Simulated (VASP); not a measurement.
# Lattice constant a of fcc metals: measurement against PBE

Computed values from VASP (plane waves, PAW); cells keep the symmetry of their structure type. Static lattice, each level at its own minimum.

Here x stands for PBE a and y for measured a.

| solid | PBE a (Å) | measured a (Å) | cut-off (eV) | basis of the measured value |
|---|---|---|---|---|
| Cu | 3.633 | ? | 520 | 0 K, zero-point corrected |
| Rh | 3.831 | 3.794 | 520 | 0 K, zero-point corrected |
| Ir | 3.874 | 3.831 | 520 | 0 K, zero-point corrected |
| Pd | 3.941 | 3.876 | 520 | 0 K, zero-point corrected |
| Pt | 3.967 | 3.913 | 520 | 0 K, zero-point corrected |
| Al | 4.037 | 4.018 | 520 | 0 K, zero-point corrected |
| Ag | 4.146 | 4.062 | 520 | 0 K, zero-point corrected |
| Au | 4.156 | 4.062 | 520 | 0 K, zero-point corrected |
| Ca | 5.527 | 5.553 | 520 | 0 K, zero-point corrected |

Task: Using a straight line, estimate the missing y at x = 3.633 from the other rows, showing the fit.

Result: With u = x - 4.2, the rows have u = -0.3690, -0.3260, -0.2590, -0.2330, -0.1630, -0.0540, -0.0440, 1.3270. Means: u -0.015125, y 4.1386. About the means, the sum of products is 2.2521 and the sum of squares of u is 2.1543; the slope is their ratio. Least squares gives y = 4.1544 + 1.04538·u. Residuals (row less fit): 0.0253, 0.0174, -0.0076, 0.0022, 0.0340, -0.0359, -0.0464, 0.0114; standard error 0.0309 (degrees of freedom: 6). The slope is 1.05 with a standard error of 0.021. Before the fit, PBE less measured has mean 0.0462, mean absolute 0.0527 and median absolute 0.0485 Å over these 8 rows. At the withheld row, u = -0.5670, so y = 4.1544 + 1.04538 × (-0.5670) = 3.5617 Å. The measured value is 3.595 Å, 0.0333 Å above the prediction (1.7 % of the range of y in the table). The row lies outside the fitted rows, so this is an extrapolation. From the scatter of the fitted rows alone, a prediction at this place has a standard error of 0.0348 Å, so the miss is 1.0 times that.

Plain PBE misses this row by 0.038 Å. The rows are a random draw of 9 from the 9 solids that have both values on this basis (zero-point corrected by the source), of 9 computed in this series. Not drawn: V to Ni and open 4f shells, rows kept for tests, unfit runs, cells that left their space group, values derived or compiled from fits, values whose temperature is given only as extrapolated, encyclopaedia, home-page and unnamed sources, sources from 2025 on. Measured values as quoted by these papers, many of them computational: Cu Gábor I. Csonka et al., Physical Review B (2009), arXiv:0903.4037; Rh Daniel Mejia-Rodriguez et al., Physical Review B (2018), arXiv:1807.09216; Ir Daniel Mejia-Rodriguez et al., Physical Review B (2018), arXiv:1807.09216; Pd Daniel Mejia-Rodriguez et al., Physical Review B (2018), arXiv:1807.09216; Pt Daniel Mejia-Rodriguez et al., Physical Review B (2018), arXiv:1807.09216; Al Daniel Mejia-Rodriguez et al., Physical Review B (2018), arXiv:1807.09216; Ag Daniel Mejia-Rodriguez et al., Physical Review B (2018), arXiv:1807.09216; Au Daniel Mejia-Rodriguez et al., Physical Review B (2018), arXiv:1807.09216; Ca Gábor I. Csonka et al., Physical Review B (2009), arXiv:0903.4037.
